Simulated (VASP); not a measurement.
Method: PBEsol GGA, VASP's PBE PAW potentials (set 64) (plane waves; VASP).

VASP input:

KPOINTS:
```
Automatic mesh
0
Gamma
10 10 4
0 0 0
```

**INCAR**
```
! general
SYSTEM  = La
PREC    = Accurate
ENCUT   = 480
LREAL   = .False.
LASPH   = .True.

! electronic loop
EDIFF   = 1E-7
NELM    = 100
ALGO    = Normal
LMAXMIX = 6

! smearing
ISMEAR  = 1
SIGMA   = 0.1

! functional
GGA     = PS

! ions
ISIF    = 2

! output
LWAVE   = .False.
LCHARG  = .False.
```

### POSCAR
```
La
1
    1.8294854390    -3.1687619394     0.0000000000
    1.8294854390     3.1687619394     0.0000000000
   -0.0000000000     0.0000000000    11.7064403368
La
4
Direct
  1.0000000000   1.0000000000   0.5000000000
  1.0000000000   1.0000000000   1.0000000000
  0.3333330000   0.6666670000   0.2500000000
  0.6666670000   0.3333330000   0.7500000000
```

POTCAR, in this order: La (PBE.64 set). Program: vasp_std.

What VASP printed:

**OSZICAR**
```
       N       E                     dE             d eps       ncg     rms          rms(c)
DAV:   1     0.554406314004E+03    0.55441E+03   -0.14249E+04  2184   0.221E+03
DAV:   2     0.108104522132E+03   -0.44630E+03   -0.44100E+03  3328   0.463E+02
DAV:   3    -0.557947059235E+01   -0.11368E+03   -0.11271E+03  4002   0.276E+02
DAV:   4    -0.191979266971E+02   -0.13618E+02   -0.13437E+02  4040   0.962E+01
DAV:   5    -0.211920549719E+02   -0.19941E+01   -0.19398E+01  4320   0.324E+01    0.524E+00
DAV:   6    -0.213721579213E+02   -0.18010E+00   -0.28406E+00  4208   0.119E+01    0.258E+00
DAV:   7    -0.213653791155E+02    0.67788E-02   -0.42698E-01  4256   0.423E+00    0.680E-01
DAV:   8    -0.213690817700E+02   -0.37027E-02   -0.73802E-02  4320   0.172E+00    0.223E-01
DAV:   9    -0.213704564703E+02   -0.13747E-02   -0.14165E-02  4160   0.719E-01    0.179E-01
DAV:  10    -0.213709298004E+02   -0.47333E-03   -0.30445E-03  4032   0.340E-01    0.948E-02
DAV:  11    -0.213711098377E+02   -0.18004E-03   -0.83469E-04  4048   0.182E-01    0.359E-02
DAV:  12    -0.213711488683E+02   -0.39031E-04   -0.21824E-04  4304   0.931E-02    0.101E-02
DAV:  13    -0.213711546693E+02   -0.58010E-05   -0.44942E-05  3816   0.447E-02    0.162E-03
DAV:  14    -0.213711552779E+02   -0.60862E-06   -0.54825E-06  3360   0.151E-02    0.106E-03
DAV:  15    -0.213711558202E+02   -0.54228E-06   -0.81406E-07  2912   0.846E-03    0.375E-04
DAV:  16    -0.213711557361E+02    0.84051E-07   -0.80599E-08  2184   0.545E-03
   1 F= -.21371156E+02 E0= -.21370652E+02  d E =-.150998E-02
```

OUTCAR:
```
------------------------ aborting loop because EDIFF is reached ----------------------------------------
  FORCE on cell =-STRESS in cart. coord.  units (eV):
  Direction    XX          YY          ZZ          XY          YZ          ZX
  --------------------------------------------------------------------------------------
  Total        0.1771764      0.1771764      0.0545443      0.0000000      0.0000000     -0.0000000
  in kB        2.0914286      2.0914289      0.6438523      0.0000000      0.0000000     -0.0000000
  external PRESSURE =       1.6089033 kB  Pullay stress =       0.0000000 kB
  volume of cell :      135.73
      direct lattice vectors                 reciprocal lattice vectors
     1.829485439 -3.168761939  0.000000000     0.273300891 -0.157790332  0.000000000
     1.829485439  3.168761939  0.000000000     0.273300891  0.157790332  0.000000000
     0.000000000  0.000000000 11.706440337     0.000000000  0.000000000  0.085423064
 POSITION                                       TOTAL-FORCE (eV/Angst)
 -----------------------------------------------------------------------------------
      0.00000      0.00000      5.85322         0.000000     -0.000000      0.000000
      0.00000      0.00000      0.00000         0.000000     -0.000000      0.000000
      1.82949      1.05626      2.92661        -0.000000      0.000000     -0.000000
      1.82949     -1.05626      8.77983        -0.000000     -0.000000     -0.000000
 -----------------------------------------------------------------------------------
    total drift:                                0.000000      0.000000      0.000000
  FREE ENERGIE OF THE ION-ELECTRON SYSTEM (eV)
  ---------------------------------------------------
  free  energy   TOTEN  =       -21.3711557361 eV

  energy  without entropy=      -21.3696457592  energy(sigma->0) =      -21.37065241
```
(Selected blocks of OUTCAR.)

The compound is La in the dhcp structure. It was relaxed first, which changed the volume by -9 %.
